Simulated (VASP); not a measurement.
Input for VASP

### POSCAR
```
NbN
1
    0.0000000000     2.2021192189     2.2021192189
    2.2021192189    -0.0000000000     2.2021192189
    2.2021192189     2.2021192189     0.0000000000
Nb N
1 1
Direct
  0.0000000000   0.0000000000   0.0000000000
  0.5000000000   0.5000000000   0.5000000000
```

File KPOINTS:
```
Automatic mesh
0
Gamma
 16 16 16
0 0 0
```

INCAR:
```
SYSTEM = NbN
NELM = 100
ISIF = 2
ISMEAR = -5
LORBIT = 11   # lm-projected
PREC = Accurate
LMAXMIX = 4
ALGO = Normal   # blocked Davidson
LREAL = F
ENCUT = 520
LASPH = T   # aspherical one-centre terms
NEDOS = 601
LUSE_VDW = T
GGA = MK
LCHARG = T
PARAM1 = 0.1234568
ZAB_VDW = -1.8867
EDIFF = 1E-7   # SCF stop (eV)
LWAVE = F
PARAM2 = 0.7114
AGGAC = 0.0
```

POTCAR, in this order: Nb_sv N (PBE.64 set). Program: vasp_std.

### Question
Translate this rev-vdW-DF2 calculation to Quantum ESPRESSO's pw.x.

### Answer
One equivalent input (not run):
```
&CONTROL
  calculation = 'scf'
  pseudo_dir = './pseudo'
  outdir = './out'
  tprnfor = .true.
  tstress = .true.
/
&SYSTEM
  ibrav = 0
  nat = 2
  ntyp = 2
  ecutwfc = 84
  occupations = 'tetrahedra'
  input_dft = 'vdw-df2-b86r'
/
&ELECTRONS
  conv_thr = 7.3e-09
  electron_maxstep = 100
/
ATOMIC_SPECIES
  Nb 92.906 Nb.upf
  N 14.007 N.upf
CELL_PARAMETERS angstrom
     0.0000000    2.2021192    2.2021192
     2.2021192   -0.0000000    2.2021192
     2.2021192    2.2021192    0.0000000
ATOMIC_POSITIONS crystal
  Nb   0.0000000  0.0000000  0.0000000
  N    0.5000000  0.5000000  0.5000000
K_POINTS automatic
  16 16 16 0 0 0
```
What does not carry over: the potentials are each code's own (VASP's PAW set, PseudoDojo norm-conserving files in pw.x), so ENCUT and ecutwfc are chosen apart and not converted; conv_thr bounds pw.x's estimated SCF error, while EDIFF bounds the energy change between steps.

The compound is NbN in the rock salt structure, the cubic δ form, which competes with hexagonal ones. It was relaxed first.
